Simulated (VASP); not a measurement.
Computed with PBEsol GGA, VASP's PBE PAW potentials (set 64) (plane waves; VASP 6.6.1).

VASP ran on this input.

### INCAR
```
SYSTEM = P
PREC = Accurate; ENCUT = 480; LREAL = .False.
LASPH = .True.
EDIFF = 1E-7; NELM = 100; ALGO = Normal
ISMEAR = 1; SIGMA = 0.1
GGA = PS
ISIF = 2
LWAVE = .False.; LCHARG = .False.
```

KPOINTS:
```
Automatic mesh
0
Gamma
10 10 8
0 0 0
```

**POSCAR**
```
P
1
    1.6603021143    -5.1290284099     0.0000000000
    1.6603021143     5.1290284099     0.0000000000
    0.0000000000     0.0000000000     4.1861541251
P
4
Direct
  0.1055694567   0.8944305433   0.9273761982
  0.3944305433   0.6055694567   0.4273761982
  0.6055694567   0.3944305433   0.5726238018
  0.8944305433   0.1055694567   0.0726238018
```

POTCAR, in this order: P (PBE.64 set). Program: vasp_std.

What VASP printed:

### OUTCAR
```
 ion  position               nearest neighbor table
   1  0.106  0.894  0.927-   3 2.23   3 2.23   4 2.25
   2  0.394  0.606  0.427-   4 2.23   4 2.23   3 2.25
   3  0.606  0.394  0.573-   1 2.23   1 2.23   2 2.25
   4  0.894  0.106  0.073-   2 2.23   2 2.23   1 2.25
  LATTYP: Found a base centered orthorhombic cell.
 ALAT       =     3.3206042286
 B/A-ratio  =     3.0892139242
 C/A-ratio  =     1.2606603609
 Subroutine PRICEL returns:
 Original cell was already a primitive cell.
 Subroutine GETGRP returns: Found  8 space group operations
The static configuration has the point symmetry C_2h.
 The point group associated with its full space group is D_2h.
The dynamic configuration has the point symmetry C_2h.
 Subroutine INISYM returns: Found  8 space group operations
 Subroutine IBZKPT returns following result:
 Found    155 irreducible k-points:

 Following reciprocal coordinates:
            Coordinates               Weight
  0.000000  0.000000  0.000000      1.000000
  0.100000 -0.000000  0.000000      4.000000
  0.200000 -0.000000  0.000000      4.000000
  0.300000  0.000000  0.000000      4.000000
...
```

File OSZICAR:
```
       N       E                     dE             d eps       ncg     rms          rms(c)
DAV:   1     0.583097713848E+02    0.58310E+02   -0.81851E+03  4340   0.115E+03
DAV:   2    -0.193595425667E+02   -0.77669E+02   -0.75506E+02  5640   0.173E+02
DAV:   3    -0.231767313537E+02   -0.38172E+01   -0.37867E+01  5898   0.405E+01
DAV:   4    -0.232247672948E+02   -0.48036E-01   -0.47987E-01  5478   0.532E+00
DAV:   5    -0.232256320607E+02   -0.86477E-03   -0.86448E-03  6038   0.646E-01    0.101E+01
DAV:   6    -0.231028119074E+02    0.12282E+00   -0.65536E-02  5372   0.161E+00    0.589E+00
DAV:   7    -0.230487570717E+02    0.54055E-01   -0.10783E-01  5630   0.208E+00    0.262E-01
DAV:   8    -0.230483097419E+02    0.44733E-03   -0.10567E-02  5140   0.734E-01    0.170E-01
DAV:   9    -0.230483245363E+02   -0.14794E-04   -0.45685E-04  5904   0.151E-01    0.741E-02
DAV:  10    -0.230483116653E+02    0.12871E-04   -0.75764E-05  5336   0.531E-02    0.286E-02
DAV:  11    -0.230483132301E+02   -0.15648E-05   -0.77121E-06  5582   0.223E-02    0.109E-02
DAV:  12    -0.230483133712E+02   -0.14113E-06   -0.47242E-07  5354   0.467E-03    0.215E-03
DAV:  13    -0.230483133296E+02    0.41596E-07   -0.14366E-07  3424   0.255E-03
   1 F= -.23048313E+02 E0= -.23048292E+02  d E =-.630146E-04
```

OUTCAR:
```
------------------------ aborting loop because EDIFF is reached ----------------------------------------
  FORCE on cell =-STRESS in cart. coord.  units (eV):
  Direction    XX          YY          ZZ          XY          YZ          ZX
  --------------------------------------------------------------------------------------
  Total       -0.0246399      0.0829591      0.0193590      0.0000000      0.0000000      0.0000000
  in kB       -0.5537092      1.8642637      0.4350374      0.0000000      0.0000000      0.0000000
  external PRESSURE =       0.5818640 kB  Pullay stress =       0.0000000 kB
  volume of cell :       71.30
      direct lattice vectors                 reciprocal lattice vectors
     1.660302114 -5.129028410  0.000000000     0.301150011 -0.097484350  0.000000000
     1.660302114  5.129028410  0.000000000     0.301150011  0.097484350  0.000000000
     0.000000000  0.000000000  4.186154125     0.000000000  0.000000000  0.238882748
 POSITION                                       TOTAL-FORCE (eV/Angst)
 -----------------------------------------------------------------------------------
      1.66030      4.04609      3.88214         0.000000      0.010829     -0.015571
      1.66030      1.08294      1.78906         0.000000     -0.010829     -0.015571
      1.66030     -1.08294      2.39709         0.000000      0.010829      0.015571
      1.66030     -4.04609      0.30401         0.000000     -0.010829      0.015571
 -----------------------------------------------------------------------------------
    total drift:                               -0.000000      0.000000     -0.000000
  FREE ENERGIE OF THE ION-ELECTRON SYSTEM (eV)
  ---------------------------------------------------
  free  energy   TOTEN  =       -23.0483133296 eV

  energy  without entropy=      -23.0482503150  energy(sigma->0) =      -23.04829232
```
(Selected blocks of OUTCAR.)

Without a dispersion term in the relaxation, distances and binding between the weakly bound layers, chains or molecules are unreliable, and so is what depends on them.

The compound is P in the black structure. It was relaxed first, which changed the volume by -6 %.
